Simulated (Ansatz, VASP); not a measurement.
# Cross-check of NaMgBr3 between VASP and Ansatz

One calculation is typed for both programs; each brings its own data sets. How far apart do they land? The cell is generated by rule, not measured, and may not be a known phase. The cell is taken from a series of runs on this material, whose earlier steps may have relaxed, scaled, displaced or heated it; both programs get it as it stands.

Main program and level: Ansatz 0.2.0; plane waves, with VASP 6.6.1 beside it; zone-centre phonons at PBE.

The structure was built from a prototype and need not be the compound's stable phase.

**1. The structure**

It takes space group Pm-3m (No. 221, cubic). The conventional cell has a = 5.313 Å, b = 5.313 Å, c = 5.313 Å, α = 90.00°, β = 90.00°, γ = 90.00°. Na has 12 Br at 3.76 Å nearest. Nearest to Mg lie 6 Br at 2.66 Å. Nearest to Br lie 2 Mg at 2.66 Å and 4 Na at 3.76 Å. Farther neighbours and most contacts between anions are not listed.

**2. Ansatz: zone-centre phonons, PBE**

Ansatz runs on its default PAW (the set named soft_2) files.

Second derivatives magnify differences that forces hide, and they need a tight electronic threshold.

input.yaml reads:

```yaml
crystal:
  lattice:
    - [5.3131069714, 0.0, 0.0]
    - [0.0, 5.3131069714, 0.0]
    - [0.0, 0.0, 5.3131069714]
  atoms:
    - { symbol: Na, position: [0.0, 0.0, 0.0] }
    - { symbol: Mg, position: [0.5, 0.5, 0.5] }
    - { symbol: Br, position: [0.5, 0.5, 0.0] }
    - { symbol: Br, position: [0.5, 0.0, 0.5] }
    - { symbol: Br, position: [0.0, 0.5, 0.5] }
kpoints:
  mp_grid: { grid: [4, 4, 4] }
hamiltonian:
  xc: pbe
scf:
  occupations: { method: fixed }
output:
  eigenvalues: true
phonons:
  method: dfpt
  qmesh: [2, 2, 2]
  temperatures: { t_max: 1000, t_step: 50 }
  qpath:
    path:
      - [[0.0, 0.0, 0.0], [0.0, 0.5, 0.0], [0.5, 0.5, 0.0], [0.0, 0.0, 0.0], [0.5, 0.5, 0.5], [0.0, 0.5, 0.0]]
      - [[0.5, 0.5, 0.5], [0.5, 0.5, 0.0]]
    npoints: 10
  non_analytic_term:
    high_frequency_dielectric_tensor: [[3.1543, 0.0, 0.0], [0.0, 3.1543, 0.0], [0.0, 0.0, 3.1543]]
    born_effective_charges:
      - { species: Na, tensor: [[1.3661, 0.0, 0.0], [0.0, 1.3661, 0.0], [0.0, 0.0, 1.3661]] }
      - { species: Mg, tensor: [[2.4355, 0.0, 0.0], [0.0, 2.4355, 0.0], [0.0, 0.0, 2.4355]] }
      - { species: Br, tensor: [[-0.8514, 0.0, 0.0], [0.0, -0.8514, 0.0], [0.0, 0.0, -2.0989]] }
      - { species: Br, tensor: [[-0.8514, 0.0, 0.0], [0.0, -2.0989, 0.0], [0.0, 0.0, -0.8514]] }
      - { species: Br, tensor: [[-2.0989, 0.0, 0.0], [0.0, -0.8514, 0.0], [0.0, 0.0, -0.8514]] }
    source: "zone-centre run at this cell"
```

The run is started by

```sh
$ ansatz run input.yaml --threads 4 --pin off --max-ram 14336MiB --backend cpu --events-out ev --progress --plain --runs-dir out
```

Numbers of over 12 decimals in the logs are rounded to 6 here.

Log:

```text
Engine: ansatz 0.2.0, aarch64-unknown-linux-gnu
Pseudopotentials: kind: paw
Pseudopotential: Na, paw, valence charge 9, recommended cutoff 420 eV (normal), Na.paw.azcp
Pseudopotential: Mg, paw, valence charge 10, recommended cutoff 420 eV (normal), Mg.paw.azcp
Pseudopotential: Br, paw, valence charge 7, recommended cutoff 420 eV (normal), Br.paw.azcp
Functional definition: PBE
  parameter kappa = 0.804
  parameter beta = 0.066725
  exchange = pbe_x(kappa = kappa, mu = beta*pi^2/3)
  correlation = pbe_c(beta = beta)
Crystal: 5 atoms, lattice volume = 149.984 Å³
Basis set: ecut = 420 eV, 2945 PW (Γ), exchange–correlation on 72×72×72 points (8 copies of the dense FFT grid, shifted against one another)
Bands: 25, of which v1, the nominal top of the filled ones, is band 20 counted from 1 (19 counted from 0)
Symmetry: 48 space group operations
k-points: 10 of 64
Non-local potential: Na, projectors of the file, l = 0: 3, l = 1: 2, l = 2: 1
Non-local potential: Mg, projectors of the file, l = 0: 3, l = 1: 2, l = 2: 1
Non-local potential: Br, projectors of the file, l = 0: 2, l = 1: 2, l = 2: 2
PAW form: soft (Blöchl's): semilocal exchange-correlation on the pseudo side does not see the compensation charge
PAW one-centre angular grid: Na, 110 points (default); XC on 64 Gauss nodes
PAW one-centre angular grid: Mg, 110 points (default); XC on 64 Gauss nodes
PAW one-centre angular grid: Br, 110 points (default); XC on 64 Gauss nodes
Initial density: superposition of atomic densities (neutral atoms: chi_scale 0, normalization atom), corrected by the library's trained network
Initial wavefunctions: pseudopotential atomic-orbital guess
Functional: x = pbe(κ = 0.804, μ = 0.219515), c = pbe(β = 0.066725)
SCF iter   1: F=—  HF=-11766.626827 eV  |F-HF|=—  |Δ(HF+E_count)|=         —  Δρ=5.11e-4  dr2=9.98e-4  ethr=1.77e-3  ⟨swp⟩=6.9  Hψ=1131  notcnv=0  defer=26
preconditioner: auto → Resta (q_TF=auto, 2.189 Å⁻¹)  ε∞=2.9  [insulator: Δε(μ)=2.756 eV  Ē_g=10.680 eV  n_scr=26 (ndim 8)  ℏωp=14.9 eV  f_vac=0.116  ε∞_Penn≈2.9]
SCF iter   2: F=—  HF=-11766.626426 eV  |F-HF|=—  |Δ(HF+E_count)|=   4.01e-4  Δρ=2.58e-4  dr2=3.36e-4  ethr=2.50e-6  ⟨swp⟩=2.5  Hψ=568  notcnv=0  defer=29
SCF iter   3: F=—  HF=-11766.626444 eV  |F-HF|=—  |Δ(HF+E_count)|=   1.76e-5  Δρ=9.84e-5  dr2=2.93e-5  ethr=8.41e-7  ⟨swp⟩=2.0  Hψ=353  notcnv=0  defer=26
SCF iter   4: F=—  HF=-11766.626444 eV  |F-HF|=—  |Δ(HF+E_count)|=   1.59e-8  Δρ=2.82e-5  dr2=2.56e-6  ethr=7.32e-8  ⟨swp⟩=2.5  Hψ=393  notcnv=0  defer=23
SCF iter   5: F=—  HF=-11766.626440 eV  |F-HF|=—  |Δ(HF+E_count)|=   3.89e-6  Δρ=9.44e-6  dr2=1.15e-7  ethr=6.40e-9  ⟨swp⟩=2.0  Hψ=430  notcnv=0  defer=22
SCF iter   6: F=—  HF=-11766.626440 eV  |F-HF|=—  |Δ(HF+E_count)|=   5.56e-8  Δρ=3.67e-6  dr2=1.47e-8  ethr=2.87e-10  ⟨swp⟩=2.0  Hψ=396  notcnv=0  defer=22
SCF iter   7: F=—  HF=-11766.626440 eV  |F-HF|=—  |Δ(HF+E_count)|=   1.04e-8  Δρ=6.50e-7  dr2=7.32e-10  ethr=3.68e-11  ⟨swp⟩=2.0  Hψ=424  notcnv=0  defer=22
SCF iter   8: F=—  HF=-11766.626440 eV  |F-HF|=—  |Δ(HF+E_count)|=  4.91e-10  Δρ=2.03e-7  dr2=4.66e-11  ethr=1.83e-12  ⟨swp⟩=2.0  Hψ=440  notcnv=0  defer=22
SCF iter   9: F=-11766.626440 eV  HF=-11766.626440 eV  |F-HF|=7.28e-12  |Δ(HF+E_count)|=  1.46e-11  Δρ=5.48e-8  dr2=4.84e-12  ethr=1.00e-12  ⟨swp⟩=13.7  Hψ=1645  notcnv=0
SCF 1 converged in 9 iterations: F = -11766.626440 eV  dr2 = 4.84e-12
  greatest PAW one-centre occupation: 1.000 electrons in one spin orbital (limit 2), on the Mg atom at site 1 (counted from 0), in its partial waves of l = 0
NSCF: frozen V_eff on 10 k-points
NSCF: frozen V_eff on 27 k-points
DFPT response loops at q = (0, 0, 0) (fractional): preconditioner auto → none (the input reference at scf.mixing.eps_inf says where Resta's filter doesn't serve); β = 0.50; Broyden in place of MSR1
NSCF: frozen V_eff on 54 k-points
DFPT response loops at q = (0, 0, -0.5) (fractional): preconditioner auto → Resta (q_TF=auto, 2.189 Å⁻¹)  ε∞=4.7 (no band partly filled); β = 1.00, the filter's whole step (`scf.mixing.beta` (0.50) is not read by the response loops at its default; to damp them type it under 1.00, their step now; it binds the ground state too); Broyden in place of MSR1
NSCF: frozen V_eff on 54 k-points
DFPT response loops at q = (0, -0.5, -0.5) (fractional): mixed as the last ones told, above
NSCF: frozen V_eff on 54 k-points
DFPT response loops at q = (-0.5, -0.5, -0.5) (fractional): mixed as the last ones told, above
SCF converged after 9 iterations
Free energy (F): -11766.626440 eV
Harris-Foulkes:  -11766.626440 eV  (|F-HF|=7.28e-12)
Internal energy: -11766.626440 eV  (E = F + TS)
E sigma→0 (E₀):  -11766.626440 eV
Fermi energy:    1.941206 eV
--- Per-component energies (eV) ---
  E_band       = -676.560615
  E_kinetic    = 598.399412
  E_local      = -3978.789365  (includes V_loc(G=0)·N_el)
  E_nonlocal   = 420.965013
  E_hartree    = 1393.316399
  E_xc         = -862.761505
  E_vxc        = -399.799130  (∫ρ·V_xc dr)
  E_paw        = -7295.980245  (= ΣΔE_a)
  E_vpaw       = -103.969299  (= ΣTr[D̂ρ^β])
  E_aug_tail   = 0.000007  (compensation charges beyond the density's cutoff)
  E_ewald      = -2041.776156
  E_smearing   = -0.000000  (= −TS)
  E_closure    = 0.000000  (closes the sum)
  Σ components = -11766.626440   (vs F -11766.626440, Δ=0.00e0)
--- Band table (eV; the first three rows and the last of 10) ---
  k-point 0: bands = [... 16 lower, 1.1466, 1.4161, 1.4161, 1.4161, 4.6935, 5.1501, 8.9902, 8.9902, ... 1 higher]
  k-point 1: bands = [... 16 lower, 0.9565, 1.0370, 1.3383, 1.3383, 5.6229, 5.8479, 8.6408, 9.1949, ... 1 higher]
  k-point 2: bands = [... 16 lower, 0.6811, 0.9338, 1.3236, 1.3236, 6.9325, 6.9746, 7.5070, 9.4786, ... 1 higher]
  k-point 9: bands = [... 16 lower, 0.8385, 1.9412, 1.9412, 1.9412, 5.8272, 7.7971, 7.7971, 7.7971, ... 1 higher]
--- Phonons (Γ-DFPT): 4 representative perturbations + reference (Σ response iterations 12) ---
  ASR residual: 1.288e-4 → 0.000e0 eV/Å²; symmetrization residual: 4.860e-6 eV/Å²
  ASR residual per site (eV/Å²): 1.73e-5 1.29e-4 3.87e-5 3.87e-5 3.87e-5
  Γ frequencies (cm⁻¹): -78.87 -78.87 -78.87 0.00 0.00 0.00 24.95 24.95 24.95 84.53 84.53 84.53 202.97 202.97 202.97
--- Phonons (arbitrary-q DFPT): 4 irreducible q on the 2×2×2 mesh ---
  q = [0.0000, 0.0000, 0.0000] (star 1, of the zone-centre solve; hermiticity 1.80e-6, symmetrization 9.17e-13): -78.87 -78.87 -78.87 -0.00 0.00 0.00 24.95 24.95 24.95 84.53 84.53 84.53 202.97 202.97 202.97
  q = [0.0000, 0.0000, -0.5000] (star 3, 9 solved perturbations in 216 linear systems a pass and spin channel, the states on 27 of 64 k-point pairs; hermiticity 9.58e-7, symmetrization 2.01e-8): -73.21 -73.21 11.53 11.53 31.69 50.15 50.15 56.88 63.02 86.34 86.34 163.87 202.29 202.29 240.36
  q = [0.0000, -0.5000, -0.5000] (star 3, 9 solved perturbations in 216 linear systems a pass and spin channel, the states on 27 of 64 k-point pairs; hermiticity 1.30e-6, symmetrization 6.65e-8): -67.92 -67.92 -64.86 -57.80 42.80 42.80 62.43 62.43 82.63 91.86 105.48 173.01 201.78 248.59 248.59
  q = [-0.5000, -0.5000, -0.5000] (star 1, 4 solved perturbations in 81 linear systems a pass and spin channel, the states on 27 of 64 k-point pairs; hermiticity 1.06e-6, symmetrization 2.06e-8): -74.35 -74.35 -74.35 -58.02 -58.02 -58.02 86.27 86.27 86.27 103.91 103.91 185.17 253.31 253.31 253.31
  sum rule: each row above includes the acoustic sum rule's correction from the zone centre's row sums; it moved no ω² by more than (1.20 cm⁻¹)²
  mesh force constants: q→R imaginary residual 4.19e-18; ASR residual 1.288e-4 → 0.000e0 eV/Å²; symmetrization residual 7.105e-15 eV/Å²
  interpolated dispersion: 63 rows × 15 modes
  density of states and harmonic sums: on the 12×12×12 q-mesh, interpolated from the force constants of a 2×2×2 supercell (with the dipole–dipole term of supplied tensors)
  largest difference from the sums on the solved wave vectors: F 2.24e-1 eV, S 2.87e-4 and C_V 6.90e-5 eV/K
  zero-point energy: 0.078925 eV/cell   skipped modes (ω ≤ 0): 369, of them read as no rigid motion or as one in doubt: 366 (4.482e0 modes/cell left out, lowest -78.87 cm⁻¹)   left out of the sums: 2.99e-1 of the cell's modes: C_V's classical limit lies that fraction below 3 k_B per atom; for a crystal, a wire or a layer, F and S can be off by more, and a phonons.interpolated_qmesh denser along its periods is the remedy for the sampling
```

[end of part 1 of 2]

[Lines on the potential files, build, host, timing and source positions are cut from VASP's logs without a mark.]

[Logs are printed without paths, hosts, clocks, repeated set-up lines and the standing remarks that a program may print on its own settings, such as how far it seeks lower states.]

[Hosts, paths, dates, database ids (printed as entryN), source tags and the programs' standing remarks are cut or masked in the printed files.]
